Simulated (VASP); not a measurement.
Given:

```
CELL_PARAMETERS angstrom
      2.88941     0.00000     0.00000
      0.00000     2.88941     0.00000
      0.00000     0.00000     2.88941
ATOMIC_POSITIONS crystal
  Al 0.50000 0.50000 0.50000
  Co 0.00000 0.00000 0.00000
```

The numbers are results of vdW-DF2, VASP's PBE PAW potentials (set 64) (plane waves; VASP 6.6.1), not measurements. Numerical set-up: 520 eV cut-off, 14×14×14 Γ-centred mesh, tetrahedra with Blöchl corrections, potentials Al Co.

Problem. What does the run give for the energy per atom (σ→0), band gap (on the k-mesh) with the smallest direct gap where there is one?

Solution. 
The band gap (on the k-mesh) is none (metal, semimetal or under 0.01 eV) and the energy per atom (σ→0) is -3.322 eV/atom.

Total energies compare only between runs with the same potentials, cut-off and functional.

The compound is CoAl in the CsCl type structure. It was relaxed first. The run is not spin-polarised, so no magnetic state was tried.
